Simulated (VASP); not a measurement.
Method: PBE GGA, VASP's PBE PAW potentials (set 64) (plane waves; VASP).

VASP ran on this input.

INCAR:
```
ALGO = Normal
EDIFF = 1E-3
ENCUT = 400
GGA = PE
ISIF = 2
ISMEAR = 1
LASPH = T
LCHARG = F
LMAXMIX = 4
LREAL = F
LWAVE = F
NELM = 100
PREC = Accurate
SIGMA = 0.1
SYSTEM = Y
```

### KPOINTS
```
Automatic mesh
0
Gamma
10 10 6
0 0 0
```

POSCAR:
```
Y
1.0
  1.8250000000  -3.1609930000   0.0000000000
  1.8250000000   3.1609930000   0.0000000000
  0.0000000000   0.0000000000   5.7300000000
Y
2
Cartesian
  1.8250000000   1.0536664407   1.4325000000
  1.8250000000  -1.0536664407   4.2975000000
```

POTCAR, in this order: Y_sv (PBE.64 set). Program: vasp_std.

The resulting files:

**OSZICAR**
```
       N       E                     dE             d eps       ncg     rms          rms(c)
DAV:   1     0.754079614628E+02    0.75408E+02   -0.10306E+04  1704   0.116E+03
DAV:   2    -0.622784149178E+01   -0.81636E+02   -0.80883E+02  2123   0.251E+02
DAV:   3    -0.131450213038E+02   -0.69172E+01   -0.68429E+01  3148   0.435E+01
DAV:   4    -0.132660751061E+02   -0.12105E+00   -0.12100E+00  1871   0.667E+00
DAV:   5    -0.132694046957E+02   -0.33296E-02   -0.33295E-02  2382   0.833E-01    0.325E+01
DAV:   6    -0.129364705795E+02    0.33293E+00   -0.44093E-01  1680   0.477E+00    0.202E+01
DAV:   7    -0.128796203631E+02    0.56850E-01   -0.87340E-01  2093   0.618E+00    0.188E+00
DAV:   8    -0.128693935274E+02    0.10227E-01   -0.18057E-01  2016   0.275E+00    0.146E+00
DAV:   9    -0.128681932690E+02    0.12003E-02   -0.39448E-03  1585   0.452E-01    0.427E-01
DAV:  10    -0.128684748337E+02   -0.28156E-03   -0.32315E-03  1690   0.569E-01
   1 F= -.12868475E+02 E0= -.12869666E+02  d E =0.357327E-02
```

OUTCAR:
```
------------------------ aborting loop because EDIFF is reached ----------------------------------------
  FORCE on cell =-STRESS in cart. coord.  units (eV):
  Direction    XX          YY          ZZ          XY          YZ          ZX
  --------------------------------------------------------------------------------------
  Total       -0.1916445     -0.1916445     -0.6526802      0.0000000     -0.0000000      0.0000000
  in kB       -4.6444671     -4.6444679    -15.8175794      0.0000000     -0.0000000      0.0000000
  external PRESSURE =      -8.3688382 kB  Pullay stress =       0.0000000 kB
  volume of cell :       66.11
      direct lattice vectors                 reciprocal lattice vectors
     1.825000000 -3.160993000  0.000000000     0.273972603 -0.158178142  0.000000000
     1.825000000  3.160993000  0.000000000     0.273972603  0.158178142  0.000000000
     0.000000000  0.000000000  5.730000000     0.000000000  0.000000000  0.174520070
 POSITION                                       TOTAL-FORCE (eV/Angst)
 -----------------------------------------------------------------------------------
      1.82500      1.05367      1.43250        -0.000000     -0.000000      0.000000
      1.82500     -1.05367      4.29750         0.000000      0.000000      0.000000
 -----------------------------------------------------------------------------------
    total drift:                                0.000000      0.000522     -0.000011
  FREE ENERGIE OF THE ION-ELECTRON SYSTEM (eV)
  ---------------------------------------------------
  free  energy   TOTEN  =       -12.8684748337 eV

  energy  without entropy=      -12.8720481031  energy(sigma->0) =      -12.86966592
```
(Selected blocks of OUTCAR.)

File OUTCAR:
```
 val. band max:        2.9476175641   @ k =   0.4000  -0.0000   0.0000

 cond. band min:       2.9732975594   @ k =   0.4000  -0.0000   0.1667


 Fermi energy:         2.9675641694

 k-point     1 :       0.0000    0.0000    0.0000
  band No.  band energies     occupation
      1     -39.7420      2.00000
      2     -39.6711      2.00000
      3     -20.0063      2.00000
      4     -19.5449      2.00000
      5     -19.5449      2.00000
      6     -19.4578      2.00000
      7     -19.4578      2.00000
      8     -19.4241      2.00000
      9      -1.7111      2.00000
     10       1.1151      2.00000
     11       3.8308     -0.00000
     12       4.7084     -0.00000
     13       4.7084     -0.00000
     14       5.0019      0.00000
     15       5.3063      0.00000

 k-point     2 :       0.1000   -0.0000    0.0000
  band No.  band energies     occupation
      1     -39.7373      2.00000
      2     -39.6694      2.00000
      3     -19.9890      2.00000
      4     -19.5797      2.00000
      5     -19.5567      2.00000
      6     -19.4944      2.00000
      7     -19.4624      2.00000
      8     -19.4322      2.00000
      9      -1.5008      2.00000
     10       1.3118      2.00000
     11       3.6213     -0.00000
     12       4.2503     -0.00000
     13       4.9040     -0.00000
     14       5.0738      0.00000
     15       5.3381      0.00000

 k-point     3 :       0.2000   -0.0000    0.0000
  band No.  band energies     occupation
      1     -39.7244      2.00000
      2     -39.6653      2.00000
      3     -19.9407      2.00000
      4     -19.6711      2.00000
      5     -19.5870      2.00000
      6     -19.5864      2.00000
      7     -19.4754      2.00000
      8     -19.4566      2.00000
      9      -0.9100      2.00000
     10       1.8001      2.00000
     11       3.1413     -0.03391
     12       3.6073     -0.00000
     13       4.6287     -0.00000
     14       5.0391      0.00000
     15       5.1541      0.00000
...
```

The compound is Y in the hcp structure. The cell was not relaxed at this level. The run is one of a series of settings (EDIFF = 1E-3 against the base run), some of them coarse on purpose.
